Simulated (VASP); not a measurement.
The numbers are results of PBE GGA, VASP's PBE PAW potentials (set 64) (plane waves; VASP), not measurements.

Input for VASP

### KPOINTS
```
Automatic mesh
0
Gamma
8 8 8
0 0 0
```

### POSCAR
```
GaP
1
    0.0000000000     2.7667773021     2.7667773021
    2.7667773021     0.0000000000     2.7667773021
    2.7667773021     2.7667773021     0.0000000000
Ga P
1 1
Direct
  0.0000000000   0.0000000000   0.0000000000
  0.2500000000   0.2500000000   0.2500000000
```

### INCAR
```
SYSTEM = GaP
PREC = Normal
ENCUT = 400
EDIFF = 1E-5
NELM = 100
ALGO = Fast
LREAL = .FALSE.
LASPH = .TRUE.
ISMEAR = 0
SIGMA = 0.05
GGA = PE
LMAXMIX = 4
LWAVE = .TRUE.
LCHARG = .FALSE.
NELMIN = 4
IBRION = 2
ISIF = 2
NSW = 20
EDIFFG = -0.03
```

POTCAR, in this order: Ga P (PBE.64 set). Program: vasp_std.

The run wrote:

OSZICAR:
```
       N       E                     dE             d eps       ncg     rms          rms(c)
DAV:   1     0.145805548418E+02    0.14581E+02   -0.33160E+03   464   0.712E+02
DAV:   2    -0.887131214124E+01   -0.23452E+02   -0.22888E+02   696   0.921E+01
DAV:   3    -0.937073312514E+01   -0.49942E+00   -0.49942E+00   544   0.174E+01
DAV:   4    -0.937251694048E+01   -0.17838E-02   -0.17838E-02   744   0.115E+00
DAV:   5    -0.937251925620E+01   -0.23157E-05   -0.23157E-05   608   0.374E-02    0.481E+00
RMM:   6    -0.914364364479E+01    0.22888E+00   -0.23169E-01   464   0.274E+00    0.293E+00
RMM:   7    -0.910728903498E+01    0.36355E-01   -0.16494E-01   464   0.249E+00    0.108E+00
RMM:   8    -0.910538895777E+01    0.19001E-02   -0.18849E-02   464   0.106E+00    0.136E-01
RMM:   9    -0.910494781146E+01    0.44115E-03   -0.32327E-03   464   0.458E-01    0.617E-02
RMM:  10    -0.910512555486E+01   -0.17774E-03   -0.77908E-04   464   0.254E-01    0.411E-02
RMM:  11    -0.910511428237E+01    0.11272E-04   -0.17521E-04   464   0.125E-01    0.137E-02
RMM:  12    -0.910511830685E+01   -0.40245E-05   -0.30837E-05   394   0.548E-02
   1 F= -.91051183E+01 E0= -.91051183E+01  d E =-.910512E+01
```

**OUTCAR**
```
------------------------ aborting loop because EDIFF is reached ----------------------------------------
  FORCE on cell =-STRESS in cart. coord.  units (eV):
  Direction    XX          YY          ZZ          XY          YZ          ZX
  --------------------------------------------------------------------------------------
  Total        0.0108984      0.0108984      0.0108984      0.0000000     -0.0000000      0.0000000
  in kB        0.4122128      0.4122128      0.4122128      0.0000000     -0.0000000      0.0000000
  external PRESSURE =       0.4122128 kB  Pullay stress =       0.0000000 kB
  volume of cell :       42.36
      direct lattice vectors                 reciprocal lattice vectors
     0.000000000  2.766777302  2.766777302    -0.180715665  0.180715665  0.180715665
     2.766777302  0.000000000  2.766777302     0.180715665 -0.180715665  0.180715665
     2.766777302  2.766777302  0.000000000     0.180715665  0.180715665 -0.180715665
  FREE ENERGIE OF THE ION-ELECTRON SYSTEM (eV)
  ---------------------------------------------------
  free  energy   TOTEN  =        -9.1051183068 eV

  energy  without entropy=       -9.1051183068  energy(sigma->0) =       -9.10511831

 reached required accuracy - stopping structural energy minimisation
```
(Selected blocks of OUTCAR.)

The compound is GaP in the zinc blende structure. It was relaxed first.
